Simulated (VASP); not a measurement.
Data:

```
MgO
1.0
    0.00000     2.12126     2.12126
    2.12126     0.00000     2.12126
    2.12126     2.12126     0.00000
Mg O
1 1
Cartesian
  0.00000   0.00000   0.00000
  2.12126   2.12126   2.12126
```

Computed with PW91 GGA, VASP's PBE PAW potentials (set 64) (plane waves; VASP 6.6.1). Settings: 520 eV cut-off, Gaussian smearing of 0.050 eV, potentials Mg O.

Question: Give the energies of bands 2 to 5 at the high-symmetry points, in eV from the valence-band maximum.

Answer: 
```tsv
band	Γ	X	U	L	W
2	0.00	-3.98	-3.41	-4.51	-2.88
3	0.00	-1.32	-2.64	-0.63	-2.88
4	0.00	-1.32	-1.11	-0.63	-1.73
5	4.57	9.13	10.02	7.80	11.53
```

The gap is direct, 4.57 eV, from the valence maximum at Γ to the conduction minimum at Γ.

Measured: gap 8.36 eV (computed value off by -3.79 eV), as given by Wei Chen et al., Physical Review Materials (2018), doi:10.1103/physrevmaterials.2.073803 [zero-point renormalisation of 0.53 eV added back (the table's ZPR column)].

The compound is MgO in the rock salt structure. It was relaxed first.
